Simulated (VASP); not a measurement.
Shape and ions are relaxed at each volume.

Energy against volume of Re (hcp). These are vdW-DF2, VASP's PBE PAW potentials (set 64) (plane waves; VASP 6.6.1) values and carry that method's errors.

| V (Å³/atom) | E (eV/atom) |
|---|---|
| 14.973 | -8.35428 |
| 15.451 | -8.40321 |
| 15.928 | -8.41890 |
| 16.406 | -8.40651 |
| 16.884 | -8.37048 |

Problem. Fit a third-order Birch-Murnaghan equation of state.

Solution. 
- volume per atom = 15.94 Å³/atom
- bulk modulus = 311 GPa
- pressure derivative of the bulk modulus = 4.67

Measured: bulk modulus 369 GPa at 0 K (computed value off by -15.6 %), as given by Vázquez-Parga, Fernández-Martínez, Viñes, J. Chem. Theory Comput. (2023), doi:10.1021/acs.jctc.3c00612, Supporting … [zero-point energy and finite temperature contributions removed].

The compound is Re in the hcp structure. It was relaxed first, which changed the volume by +8 %.
